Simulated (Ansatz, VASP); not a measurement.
**Ta2P3Au in VASP and in Ansatz**

```xyz
6
Lattice="3.4989 0.0000 0.0000 0.0000 3.4989 0.0000 0.0000 0.0000 7.8815" Properties=species:S:1:pos:R:3 pbc="T T T"
Ta    0.0000    1.7494    5.6793
Ta    1.7494    0.0000    2.2022
P     1.7494    1.7494    0.0000
P     0.0000    1.7494    3.0959
P     1.7494    0.0000    4.7856
Au    0.0000    0.0000    0.0000
```

Change from the starting cell: species swapped into the Hf2CuSb3 type (P-4m2, No. 115).

Alike in both runs: functional PBE; k mesh 6 × 6 × 2; occupations gaussian, width 0.1 eV; no spin polarisation.

Ansatz relaxed the structure, and its values are those at the end. VASP's run is a single point on that final structure, the one shown.

|  | VASP | Ansatz |
| --- | --- | --- |
| version | VASP 6.6.1 | Ansatz 0.2.0 |
| potentials or method | VASP PAW PBE potentials, release 64 (Ta_pv, P, Au) | scalar-relativistic, plane waves, PAW |
| plane-wave cutoff (eV) | 520 | 420 |
| valence electrons in the cell | 48 | 60 |

|  | VASP | Ansatz | Ansatz less VASP |
| --- | --- | --- | --- |
| gap on the k mesh at the Fermi level (eV) | none | none | - |
| pressure (GPa) | -0.2 | 0.0 | +0.12 |
| rms of the force components (eV/Å) | 0.003 | 0.002 | -0.0017 |

A gap of «none» marks a metal or a gap that the smearing closes. The two sets of potentials don't hold the same shells in valence.

Caveats: the k mesh is coarse (spacing up to 0.40 Å⁻¹), so the values aren't converged. Spin-orbit coupling is left out, which matters for the levels of Au, Ta.
